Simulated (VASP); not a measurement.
**Li4HfGe2: single point with PBE**

Li4HfGe2:

```
Li Ge Hf
1.0
     4.91320    0.00080    0.04065
    -2.45591    4.21058   -0.03851
    -2.40418    1.37631    6.22030
Li Ge Hf
4 2 1
Cartesian
  2.6668 1.4275 2.4924
  -2.3495 4.2109 3.9554
  2.4760 1.4222 4.8257
  -2.4743 4.1776 1.2740
  0.0570 2.7218 5.6197
  -0.0757 2.7740 0.5704
  -0.0048 2.7076 2.9947
```

The cell was built by a generator and needn't be a form met in nature.

```json
{
 "Program": "VASP 6.6.1",
 "Task": "single point",
 "Functional": "PBE",
 "Potentials or basis": "VASP PAW PBE potentials, release 64 (Li_sv, Ge_d, Hf_pv)",
 "Cutoff": "520 eV",
 "k mesh": "4 × 5 × 3, shifted",
 "Occupations": "fermi-dirac, width 0.1 eV",
 "Spin": "no spin polarisation",
 "Dipole correction": "no",
 "Further INCAR settings": "ALGO = Fast; EDIFF = 1e-06; NBANDS = 34"
}
```

* Largest force: 2.179 eV/Å
* Band gap on the k mesh: none (metal or under the smearing width)

Forces on the atoms (eV/Å):
```
Li  -0.626 -0.337 -1.298
Li  -0.208 -0.162  0.676
Li   0.045 -0.062  0.414
Li   0.063 -0.069  0.056
Ge  -0.048 -0.042  0.475
Ge  -0.164  0.097 -2.170
Hf   0.939  0.574  1.848
```

Levels at points of the mesh, in eV from the Fermi level:
```csv
k point,band 22,band 23,band 24,band 25,band 26,band 27,band 28,band 29
"(0.12, 0.00, 0.17)",-1.77,-1.17,-0.64,-0.29,-0.21,0.34,0.60,2.34
```

Wall time 5.4 min on 1 thread of Intel(R) Xeon(R) 6975P-C (Granite Rapids), on a shared host, peak memory 0.34 GiB.

Caveat: the k mesh is coarse (spacing up to 0.38 Å⁻¹), so the values aren't converged; forces of over 1 eV/Å show positions far from the minimum, so gaps and moduli don't describe the material at rest. The run has no spin-orbit coupling, so splittings on Hf are missing.
